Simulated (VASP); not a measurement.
Here is a VASP 6.6.1 calculation.

File INCAR:

```
SYSTEM = Ta
  ALGO = Normal
  EDIFF = 1E-6
  ENCUT = 520
  GGA = PE
  ISIF = 2
  ISMEAR = -1
  LASPH = .TRUE.
  LCHARG = .FALSE.
  LREAL = .FALSE.
  LWAVE = .FALSE.
  NELM = 100
  PREC = Accurate
  SIGMA = 0.1
```

Contents of KPOINTS:

```
k-points
0
G
  24 24 24
  0 0 0
```

File POSCAR:

```
Ta
1.0
   -1.6515000000      1.6515000000      1.6515000000
    1.6515000000     -1.6515000000      1.6515000000
    1.6515000000      1.6515000000     -1.6515000000
Ta
1
Direct
    0.0000000000      0.0000000000      0.0000000000
```

Potentials or basis: VASP PAW PBE potentials, release 64 (Ta_pv).

Run with:

```bash
$ cat potpaw_PBE.64/Ta_pv/POTCAR > POTCAR
$ mpirun -np 1 vasp_std > vasp.out
```

Question: Predict the band gap on the k mesh.

Answer: None (metal or under the smearing width).

Question: What does it give for the pressure?

Answer: 3.3 GPa.

Spin-orbit coupling is left out, which matters for the levels of Ta.
